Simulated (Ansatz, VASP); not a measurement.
# Al2O3 (Corundum): VASP beside Ansatz, part 2 of 3

Aim: how closely do two programs agree when they are given the same cell, functional and k mesh?

VASP 6.6.1 and Ansatz 0.2.0.

So far. Step 3 (VASP: band structure, LDA): The run ends at a pressure of -4.30 GPa, with forces up to 0.72 eV/Å.

## Step 4: Side by side

Known differences besides the potentials themselves: the two LDA forms differ slightly; the cutoff is 420 eV in Ansatz and 460 eV in VASP; VASP's log shows a relativistic correction to its local exchange, Ansatz's none. Total energies have different zeros and are not compared.

Both answers:

| quantity | Ansatz | VASP | difference |
| --- | --- | --- | --- |
| pressure (GPa) | -4.21 | -4.30 | +0.08 |
| pressure without Ansatz's Pulay correction (GPa) | -5.40 | -4.30 | -1.10 |
| gap over the path points (eV) | 6.201 | 6.208 | -0.007 |

Forces (eV/Å; atoms numbered as in POSCAR):

| atom | Ansatz x, y, z | VASP x, y, z |
| --- | --- | --- |
| Al1 | 0.000, 0.000, -0.568 | 0.000, 0.000, -0.585 |
| Al2 | 0.000, 0.000, 0.568 | 0.000, 0.000, 0.585 |
| Al3 | 0.000, 0.000, 0.568 | 0.000, 0.000, 0.585 |
| Al4 | 0.000, 0.000, -0.568 | 0.000, 0.000, -0.585 |
| O5 | -0.352, -0.609, 0.000 | -0.359, -0.621, 0.000 |
| O6 | 0.703, 0.000, 0.000 | 0.717, 0.000, 0.000 |
| O7 | -0.352, 0.609, 0.000 | -0.359, 0.621, 0.000 |
| O8 | 0.352, 0.609, 0.000 | 0.359, 0.621, 0.000 |
| O9 | -0.703, 0.000, 0.000 | -0.717, 0.000, 0.000 |
| O10 | 0.352, -0.609, 0.000 | 0.359, -0.621, 0.000 |

Levels at points of the path, from each program's valence-band top (eV; 4 filled, then empty):

| k (reciprocal lattice) | Ansatz | VASP |
| --- | --- | --- |
| 0.000 0.000 0.000 | -0.52 -0.13 0.00 0.00 6.20 8.81 10.67 | -0.51 -0.13 0.00 0.00 6.21 8.79 10.65 |
| 0.143 0.000 0.000 | -0.71 -0.34 -0.12 -0.03 6.66 9.18 10.33 | -0.71 -0.34 -0.12 -0.03 6.67 9.16 10.31 |
| 0.286 0.000 0.000 | -0.88 -0.52 -0.20 -0.17 7.69 9.88 9.89 | -0.88 -0.52 -0.20 -0.17 7.70 9.86 9.88 |
| 0.500 0.000 0.000 | -0.86 -0.86 -0.31 -0.31 9.21 9.21 9.63 | -0.86 -0.86 -0.31 -0.31 9.21 9.21 9.61 |
| 0.500 0.033 -0.033 | -0.85 -0.85 -0.31 -0.31 9.21 9.21 9.64 | -0.85 -0.85 -0.31 -0.31 9.21 9.21 9.62 |
| 0.500 0.134 -0.134 | -0.84 -0.84 -0.32 -0.32 9.21 9.21 9.84 | -0.84 -0.84 -0.32 -0.32 9.21 9.21 9.82 |
| 0.500 0.200 -0.200 | -0.88 -0.88 -0.39 -0.39 9.40 9.40 9.99 | -0.88 -0.88 -0.39 -0.39 9.39 9.39 9.98 |
| 0.728 0.500 0.272 | -0.80 -0.80 -0.59 -0.59 9.75 9.75 10.02 | -0.80 -0.80 -0.60 -0.60 9.74 9.74 10.00 |
| 0.652 0.500 0.348 | -0.89 -0.89 -0.54 -0.54 9.35 9.35 10.62 | -0.89 -0.89 -0.54 -0.54 9.35 9.35 10.61 |
| 0.538 0.500 0.462 | -0.38 -0.38 -0.34 -0.34 8.59 8.59 11.11 | -0.38 -0.38 -0.34 -0.34 8.58 8.58 11.09 |

The forces differ by 8.6 meV/Å r.m.s., which is 2.2 % of the r.m.s. force of 0.39 eV/Å (both taken over all components). Among the levels compared at these points, filled levels agree within 4 meV and empty ones within 25 meV. Ansatz's pressure holds a Pulay correction of 1.18 GPa; VASP's holds none.

## Step 5: Ansatz: band structure, PBE

Levels along a path test the potential and the projectors away from the mesh points.

The cell is taken from a series of VASP runs on this material, whose earlier steps may have relaxed, scaled or displaced it; both programs get it as it stands.

input.yaml

```yaml
crystal:
  lattice:
    - [2.379485347, 1.3737965056, 4.3321625829]
    - [-2.379485347, 1.3737965056, 4.3321625829]
    - [0.0, -2.7475930112, 4.3321625829]
  atoms:
    - { symbol: Al, position: [0.15, 0.15, 0.15] }
    - { symbol: Al, position: [0.35, 0.35, 0.35] }
    - { symbol: Al, position: [0.85, 0.85, 0.85] }
    - { symbol: Al, position: [0.65, 0.65, 0.65] }
    - { symbol: O, position: [0.95, 0.25, 0.55] }
    - { symbol: O, position: [0.55, 0.95, 0.25] }
    - { symbol: O, position: [0.25, 0.55, 0.95] }
    - { symbol: O, position: [0.05, 0.75, 0.45] }
    - { symbol: O, position: [0.45, 0.05, 0.75] }
    - { symbol: O, position: [0.75, 0.45, 0.05] }
hamiltonian:
  xc: pbe
  pseudopotentials: { kind: paw }
kpoints:
  mp_grid: { grid: [6, 6, 6] }
  band_path:
    path:
      - [0.0, 0.0, 0.0]
      - [0.14286, 0.0, 0.0]
      - [0.28571, 0.0, 0.0]
      - [0.5, 0.0, 0.0]
      - [0.5, 0.03339, -0.03339]
      - [0.5, 0.13355, -0.13355]
      - [0.5, 0.20032, -0.20032]
      - [0.72825, 0.5, 0.27175]
      - [0.65217, 0.5, 0.34783]
      - [0.53804, 0.5, 0.46196]
      - [0.5, 0.5, 0.5]
      - [0.35714, 0.35714, 0.35714]
      - [0.14286, 0.14286, 0.14286]
      - [0.0, 0.0, 0.0]
      - [0.05241, 0.0, -0.05241]
      - [0.10482, 0.0, -0.10482]
      - [0.20963, 0.0, -0.20963]
      - [0.36685, 0.0, -0.36685]
      - [0.61413, 0.38587, 0.0]
      - [0.55706, 0.44294, 0.0]
      - [0.51902, 0.48098, 0.0]
      - [0.5, 0.5, 0.0]
      - [0.55706, 0.55706, 0.10016]
      - [0.5951, 0.5951, 0.16693]
      - [0.63315, 0.63315, 0.23371]
      - [0.5951, 0.5951, 0.30979]
      - [0.53804, 0.53804, 0.42392]
      - [0.5, 0.5, 0.5]
      - [0.57608, 0.10482, 0.10482]
      - [0.65217, 0.20963, 0.20963]
      - [0.76629, 0.36685, 0.36685]
    npoints: 1
scf:
  occupations: { method: gaussian, width: 0.03 }
  n_extra_bands: 11
output:
  forces: true
  stress: true
  eigenvalues: true
```

Run with:

```sh
$ ansatz run input.yaml --threads 4 --pin off --max-ram 9216MiB --backend cpu --events-out ev --progress --plain --runs-dir out
```

Numbers of over 12 decimals in the logs are rounded to 6 here.

Log:

```text
[...]
Crystal: 10 atoms, lattice volume = 84.969 Å³
Basis set: ecut = 420 eV, 1653 PW (Γ), exchange–correlation on 72×72×72 points (8 copies of the dense FFT grid, shifted against one another)
Bands: 35, of which v1, the nominal top of the filled ones, is band 24 counted from 1 (23 counted from 0)
Symmetry: 12 space group operations
[...]
k-points: 32 of 216
[...]
k-point 0: bands = [... 20 lower, 7.2067, 7.5953, 7.7135, 7.7135, 13.9813, 16.7186, 18.6281, 19.2435, ... 7 higher]
  k-point 1: bands = [... 20 lower, 6.9724, 7.3363, 7.5933, 7.6697, 14.6023, 17.2054, 18.1829, 18.7834, ... 7 higher]
  k-point 2: bands = [... 20 lower, 6.8038, 7.1618, 7.4779, 7.5037, 15.8860, 17.6626, 17.7872, 18.1528, ... 7 higher]
  k-point 31: bands = [... 20 lower, 7.3985, 7.3985, 7.3985, 7.3985, 16.3688, 16.3688, 19.1383, 19.1383, ... 7 higher]
[key lines of the parts left out:]
SCF converged after 6 iterations
Free energy (F): -5569.438273 eV
Fermi energy:    10.847456 eV
P = ⅓ Tr σ = 8.4684 GPa (84.684 kbar)
```

Elapsed: 1.8 s, on 4 threads of Intel Xeon Platinum 8488C (Sapphire Rapids), shared host; peak memory 0.47 GiB; 6.2 s of CPU time.

## Step 6: VASP: band structure, PBE

The same cell, functional, mesh and smearing now go to VASP, with its own data sets and cutoff.

INCAR

```
SYSTEM = Al2O3
PREC = Accurate
ENCUT = 460
EDIFF = 1E-06
NELM = 100
ISMEAR = 0
SIGMA = 0.03
LREAL = .FALSE.
ALGO = Normal
GGA = PE
NBANDS = 48
LORBIT = 11
LWAVE = .FALSE.
LCHARG = .FALSE.
KPAR = 8
```

POSCAR

```
Al2O3
1.0
    2.3794853470      1.3737965056      4.3321625829
   -2.3794853470      1.3737965056      4.3321625829
    0.0000000000     -2.7475930112      4.3321625829
Al O
4 6
Direct
    0.1500000000      0.1500000000      0.1500000000
    0.3500000000      0.3500000000      0.3500000000
    0.8500000000      0.8500000000      0.8500000000
    0.6500000000      0.6500000000      0.6500000000
    0.9500000000      0.2500000000      0.5500000000
    0.5500000000      0.9500000000      0.2500000000
    0.2500000000      0.5500000000      0.9500000000
    0.0500000000      0.7500000000      0.4500000000
    0.4500000000      0.0500000000      0.7500000000
    0.7500000000      0.4500000000      0.0500000000
```

KPOINTS

```
Automatic mesh
0
Gamma
6 6 6
0 0 0
```

KPOINTS_OPT

```
Line mode
8
Line-mode
Reciprocal
  0.00000000   0.00000000   0.00000000 GAMMA
  0.50000000   0.00000000   0.00000000 L

  0.50000000   0.00000000   0.00000000 L
  0.50000000   0.23370822  -0.23370822 B1

  0.76629178   0.50000000   0.23370822 B
  0.50000000   0.50000000   0.50000000 Z

  0.50000000   0.50000000   0.50000000 Z
  0.00000000   0.00000000   0.00000000 GAMMA

  0.00000000   0.00000000   0.00000000 GAMMA
  0.36685411   0.00000000  -0.36685411 X

  0.63314589   0.36685411   0.00000000 Q
  0.50000000   0.50000000   0.00000000 F

  0.50000000   0.50000000   0.00000000 F
  0.63314589   0.63314589   0.23370822 P1

  0.63314589   0.63314589   0.23370822 P1
  0.50000000   0.50000000   0.50000000 Z

  0.50000000   0.00000000   0.00000000 L
  0.76629178   0.36685411   0.36685411 P
```

Potentials, in the order of the species: Al and O (PBE family, release 64).

Run with:

```sh
$ mpirun -np 8 vasp_std
```

Log:

```text
[banner, memory and clock lines left out]
running    8 mpi-ranks, on    1 nodes
[...]
[... a notice as in an earlier step ...]

 LDA part: xc-table for (Slater+PW92), standard interpolation
 POSCAR, INCAR and KPOINTS ok, starting setup
[...]
entering main loop
       N       E                     dE             d eps       ncg     rms          rms(c)
DAV:   1     0.168175329068E+03    0.16818E+03   -0.22306E+04  3072   0.864E+02
DAV:   2    -0.728432890602E+02   -0.24102E+03   -0.23268E+03  3720   0.223E+02
DAV:   3    -0.827112747922E+02   -0.98680E+01   -0.98151E+01  3736   0.418E+01
DAV:   4    -0.827758610690E+02   -0.64586E-01   -0.64580E-01  3456   0.385E+00
[...]
DAV:  11    -0.746632259669E+02   -0.19613E-04   -0.19596E-04  3592   0.801E-02    0.294E-02
DAV:  12    -0.746632298293E+02   -0.38625E-05   -0.16773E-05  3496   0.203E-02    0.504E-03
DAV:  13    -0.746632294942E+02    0.33516E-06   -0.13529E-06  2736   0.586E-03
   1 F= -.74663229E+02 E0= -.74663229E+02  d E =-.461019E-32
 Start KPOINTS_OPT (optional k-point list driver)
k-point batch [1-32\72]
       N       E                     dE             ncg
DAV:   1     0.723209965901E+04   -0.21682E+05     3072
DAV:   2    -0.485161190257E+02   -0.72806E+04     3712
DAV:   3    -0.362651429722E+03   -0.31414E+03     3816
DAV:   4    -0.365010289481E+03   -0.23589E+01     3560
DAV:   5    -0.365050032354E+03   -0.39743E-01     3680
DAV:   6    -0.365051056452E+03   -0.10241E-02     3640
DAV:   7    -0.365051086723E+03   -0.30270E-04     3664
DAV:   8    -0.365051087543E+03   -0.81976E-06     2616
[...]
k-point batch [65-72\72]
       N       E                     dE             ncg
DAV:   1     0.324143688093E+05   -0.81327E+04      768
DAV:   2     0.305508542759E+05   -0.18635E+04      944
DAV:   3     0.304689188165E+05   -0.81935E+02      920
DAV:   4     0.304683143745E+05   -0.60444E+00      888
DAV:   5     0.304683043287E+05   -0.10046E-01      928
DAV:   6     0.304683040710E+05   -0.25769E-03      904
DAV:   7     0.304683040634E+05   -0.75676E-05      928
DAV:   8     0.304683040632E+05   -0.20161E-06      624
```

OUTCAR, selected parts (step 6):

```text
  Total        3.8767421      3.8767421      4.0704880      0.0000000      0.0000000     -0.0000000
  in kB       73.0997765     73.0997765     76.7530458      0.0000000      0.0000000     -0.0000000
  external PRESSURE =      74.3175329 kB  Pullay stress =       0.0000000 kB

 POSITION                                       TOTAL-FORCE (eV/Angst)
 -----------------------------------------------------------------------------------
      0.00000      0.00000      1.94947        -0.000000     -0.000000     -0.652815
      0.00000      0.00000      4.54877        -0.000000     -0.000000      0.652815
      0.00000      0.00000     11.04701        -0.000000     -0.000000      0.652815
      0.00000      0.00000      8.44772        -0.000000     -0.000000     -0.652815
      1.66564      0.13738      7.58128        -0.430611     -0.745841     -0.000000
     -0.95179      1.37380      7.58128         0.861222     -0.000000     -0.000000
     -0.71385     -1.51118      7.58128        -0.430611      0.745841     -0.000000
     -1.66564     -0.13738      5.41520         0.430611      0.745841     -0.000000
      0.95179     -1.37380      5.41520        -0.861222     -0.000000     -0.000000
      0.71385      1.51118      5.41520         0.430611     -0.745841     -0.000000
 -----------------------------------------------------------------------------------
    total drift:                                0.000000      0.000000      0.000000

  FREE ENERGIE OF THE ION-ELECTRON SYSTEM (eV)
  ---------------------------------------------------
  free  energy   TOTEN  =       -74.6632294942 eV

  energy  without entropy=      -74.6632294942  energy(sigma->0) =      -74.66322949

[... 2 parts as in an earlier step ...]

[... 1 further part left out ...]
[key lines of the parts left out:]
E-fermi :   6.3456
```

The run ends at a pressure of 7.43 GPa, with forces up to 0.86 eV/Å.

## Step 7: Differences

What differs besides the data sets and the points named for the pairs above, as far as they apply: VASP leaves aspherical gradient terms in its spheres out (LASPH is not set), Ansatz keeps them. Total energies have different zeros and are not compared.

The two programs side by side:

| quantity | Ansatz | VASP | difference |
| --- | --- | --- | --- |
| pressure (GPa) | 8.47 | 7.43 | +1.04 |
| pressure without Ansatz's Pulay correction (GPa) | 7.59 | 7.43 | +0.16 |
| gap over the path points (eV) | 6.264 | 6.263 | +0.001 |

Forces (eV/Å; atoms numbered as in POSCAR):

| atom | Ansatz x, y, z | VASP x, y, z |
| --- | --- | --- |
| Al1 | 0.000, 0.000, -0.640 | 0.000, 0.000, -0.653 |
| Al2 | 0.000, 0.000, 0.640 | 0.000, 0.000, 0.653 |
| Al3 | 0.000, 0.000, 0.640 | 0.000, 0.000, 0.653 |
| Al4 | 0.000, 0.000, -0.640 | 0.000, 0.000, -0.653 |
| O5 | -0.427, -0.739, 0.000 | -0.431, -0.746, 0.000 |
| O6 | 0.853, 0.000, 0.000 | 0.861, 0.000, 0.000 |
| O7 | -0.427, 0.739, 0.000 | -0.431, 0.746, 0.000 |
| O8 | 0.427, 0.739, 0.000 | 0.431, 0.746, 0.000 |
| O9 | -0.853, 0.000, 0.000 | -0.861, 0.000, 0.000 |
| O10 | 0.427, -0.739, 0.000 | 0.431, -0.746, 0.000 |

Levels at points of the path, from each program's valence-band top (eV; 4 filled, then empty):

| k (reciprocal lattice) | Ansatz | VASP |
| --- | --- | --- |
| 0.000 0.000 0.000 | -0.51 -0.12 0.00 0.00 6.26 9.00 10.91 | -0.51 -0.12 0.00 0.00 6.26 8.98 10.89 |
| 0.143 0.000 0.000 | -0.70 -0.33 -0.11 -0.03 6.74 9.37 10.54 | -0.70 -0.33 -0.11 -0.03 6.73 9.35 10.52 |
| 0.286 0.000 0.000 | -0.87 -0.51 -0.20 -0.16 7.78 10.09 10.10 | -0.87 -0.51 -0.20 -0.16 7.78 10.06 10.08 |
| 0.500 0.000 0.000 | -0.85 -0.85 -0.30 -0.30 9.39 9.39 9.80 | -0.85 -0.85 -0.30 -0.30 9.38 9.38 9.78 |
| 0.500 0.033 -0.033 | -0.84 -0.84 -0.30 -0.30 9.38 9.38 9.82 | -0.84 -0.84 -0.30 -0.30 9.38 9.38 9.80 |
| 0.500 0.134 -0.134 | -0.83 -0.83 -0.32 -0.32 9.38 9.38 10.03 | -0.83 -0.83 -0.32 -0.32 9.38 9.38 10.02 |
| 0.500 0.200 -0.200 | -0.87 -0.87 -0.38 -0.38 9.58 9.58 10.18 | -0.87 -0.87 -0.38 -0.38 9.57 9.57 10.18 |
| 0.728 0.500 0.272 | -0.78 -0.78 -0.59 -0.59 9.94 9.94 10.19 | -0.78 -0.78 -0.59 -0.59 9.93 9.93 10.18 |
| 0.652 0.500 0.348 | -0.87 -0.87 -0.53 -0.53 9.50 9.50 10.84 | -0.87 -0.87 -0.53 -0.53 9.50 9.50 10.83 |
| 0.538 0.500 0.462 | -0.37 -0.37 -0.33 -0.33 8.72 8.72 11.40 | -0.37 -0.37 -0.33 -0.33 8.71 8.71 11.38 |

The forces differ by 5.9 meV/Å r.m.s., which is 1.3 % of the r.m.s. force of 0.45 eV/Å (both taken over all components). Among the levels compared at these points, filled levels agree within 4 meV and empty ones within 30 meV. Ansatz's pressure holds a Pulay correction of 0.88 GPa; VASP's holds none.

## Step 8: Other set-ups

Further runs change the set-up of one program: Ansatz's method, potentials or start, or VASP's data sets, cutoff or form of LDA. The table gives Ansatz less VASP for each quantity, since a change that brings one quantity closer may part another.

| run | r.m.s. force difference (meV/Å) | pressure (GPa) | gap over the path points (eV) | pressure without Ansatz's Pulay correction (GPa) |
| --- | --- | --- | --- | --- |
| as above | 5.9 | 1.0 | 0.0010 | 0.16 |
| Ansatz's larger PAW set (cutoff 1050 eV) | 3.5 | 1.1 | 0.0079 | 1.0 |
| norm-conserving potentials (cutoff 1240 eV) | 6.6 | 0.80 | 0.021 | 0.73 |

## Step 9: VASP: band structure, r2SCAN

The same path points are solved in both programs, so levels can be compared one by one.

Changes to INCAR since step 6:

```diff
@@ -9,3 +9,4 @@
 ALGO = Normal
-GGA = PE
+METAGGA = R2SCAN
+LASPH = .TRUE.
 NBANDS = 48
```

POSCAR is that of step 6.

KPOINTS is that of step 6.

KPOINTS_OPT is that of step 6.

Run with:

```sh
$ mpirun -np 8 vasp_std
```

Log:

```text
[banner, memory and clock lines left out]
running    8 mpi-ranks, on    1 nodes
[...]
[... a notice as in an earlier step ...]

|                                                                             |
|               ----> ADVICE to this user running VASP <----                  |
|                                                                             |
|     You enforced a specific xc type in the INCAR file but a different       |
|     [... a line on the potential file left out ...]
|     I HOPE YOU KNOW WHAT YOU ARE DOING!                                     |
|                                                                             |

 LDA part: xc-table for (None), standard interpolation
 POSCAR, INCAR and KPOINTS ok, starting setup
[...]
entering main loop
       N       E                     dE             d eps       ncg     rms          rms(c)
DAV:   1     0.142079535250E+03    0.14208E+03   -0.22975E+04  3072   0.890E+02
DAV:   2    -0.107486944375E+03   -0.24957E+03   -0.24086E+03  3736   0.231E+02
[...]
DAV:  15    -0.961974666423E+02    0.10705E-07   -0.25475E-08  1912   0.777E-04
   1 F= -.96197467E+02 E0= -.96197467E+02  d E =-.595745E-31
 Start KPOINTS_OPT (optional k-point list driver)
k-point batch [1-32\72]
       N       E                     dE             ncg
DAV:   1     0.651410539051E+04   -0.22400E+05     3072
DAV:   2    -0.108805254409E+04   -0.76022E+04     3712
DAV:   3    -0.140508516829E+04   -0.31703E+03     3792
DAV:   4    -0.140748743648E+04   -0.24023E+01     3544
DAV:   5    -0.140753247652E+04   -0.45040E-01     3680
DAV:   6    -0.140753373211E+04   -0.12556E-02     3600
DAV:   7    -0.140753377213E+04   -0.40019E-04     3672
DAV:   8    -0.140753377332E+04   -0.11869E-05     2656
DAV:   9    -0.140753377348E+04   -0.16232E-06     2248
[...]
k-point batch [65-72\72]
       N       E                     dE             ncg
DAV:   1     0.322370038498E+05   -0.83101E+04      768
DAV:   2     0.302908758276E+05   -0.19461E+04      944
DAV:   3     0.302082465082E+05   -0.82629E+02      928
DAV:   4     0.302076306093E+05   -0.61590E+00      888
DAV:   5     0.302076192152E+05   -0.11394E-01      928
DAV:   6     0.302076188993E+05   -0.31588E-03      904
DAV:   7     0.302076188893E+05   -0.99978E-05      928
DAV:   8     0.302076188891E+05   -0.28394E-06      616
```

OUTCAR, selected parts (step 9):

```text
  Total       -0.2736085     -0.2736085      0.0270198      0.0000000      0.0000000      0.0000000
  in kB       -5.1591563     -5.1591563      0.5094851      0.0000000      0.0000000      0.0000000
  external PRESSURE =      -3.2696092 kB  Pullay stress =       0.0000000 kB

 POSITION                                       TOTAL-FORCE (eV/Angst)
 -----------------------------------------------------------------------------------
      0.00000      0.00000      1.94947         0.000000     -0.000000     -0.579606
      0.00000      0.00000      4.54877         0.000000      0.000000      0.579606
      0.00000      0.00000     11.04701         0.000000      0.000000      0.579606
      0.00000      0.00000      8.44772         0.000000      0.000000     -0.579606
      1.66564      0.13738      7.58128        -0.416921     -0.722128     -0.000000
     -0.95179      1.37380      7.58128         0.833842      0.000000     -0.000000
     -0.71385     -1.51118      7.58128        -0.416921      0.722128     -0.000000
     -1.66564     -0.13738      5.41520         0.416921      0.722128     -0.000000
      0.95179     -1.37380      5.41520        -0.833842      0.000000     -0.000000
      0.71385      1.51118      5.41520         0.416921     -0.722128     -0.000000
 -----------------------------------------------------------------------------------
    total drift:                                0.000000      0.000000      0.000000

  FREE ENERGIE OF THE ION-ELECTRON SYSTEM (eV)
  ---------------------------------------------------
  free  energy   TOTEN  =       -96.1974666423 eV

  energy  without entropy=      -96.1974666423  energy(sigma->0) =      -96.19746664

[... 2 parts as in an earlier step ...]

[... 1 further part left out ...]
[key lines of the parts left out:]
E-fermi :   5.9282
```

The run ends at a pressure of -0.33 GPa, with forces up to 0.83 eV/Å.

(Continued in part 3 of 3.)

[Lines on the potential files, build, host, timing and source positions are cut from VASP's logs without a mark.]

[Logs are printed without paths, hosts, clocks, repeated set-up lines and the standing remarks that a program may print on its own settings, such as how far it seeks lower states.]

[Hosts, paths, dates, database ids (printed as entryN), source tags and the programs' standing remarks are cut or masked in the printed files.]
